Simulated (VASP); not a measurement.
Given:

```xyz
1
Lattice="-2.0467 2.0467 2.0467 2.0467 -2.0467 2.0467 2.0467 2.0467 -2.0467" Properties=species:S:1:pos:R:3 pbc="T T T"
Sm     0.0000     0.0000     0.0000
```

The numbers are results of r2SCAN meta-GGA, VASP's PBE PAW potentials (set 64) (plane waves; VASP), not measurements. Numerical set-up: 400 eV cut-off, 14×14×14 Γ-centred mesh, tetrahedra with Blöchl corrections, potentials Sm_3.

The 4f electrons are frozen in the core of the lanthanide potential, so 4f levels, which can set the real gap, and their magnetism are missing.

Task: Give the energies of bands 5 to 8 at the high-symmetry points, in eV from the Fermi level.

Result: 
| band | Γ | H | N | P |
|---|---|---|---|---|
| 5 | -4.62 | -2.00 | -2.18 | 0.00 |
| 6 | 1.74 | -2.00 | 0.00 | 0.00 |
| 7 | 1.74 | 5.98 | 1.63 | 0.00 |
| 8 | 1.74 | 5.98 | 3.89 | 4.74 |

It has no gap at this level: it comes out as a metal or semimetal.

The structure was generated: Sm was put into the bcc type (Im-3m), which need not be its known phase. It was relaxed first.
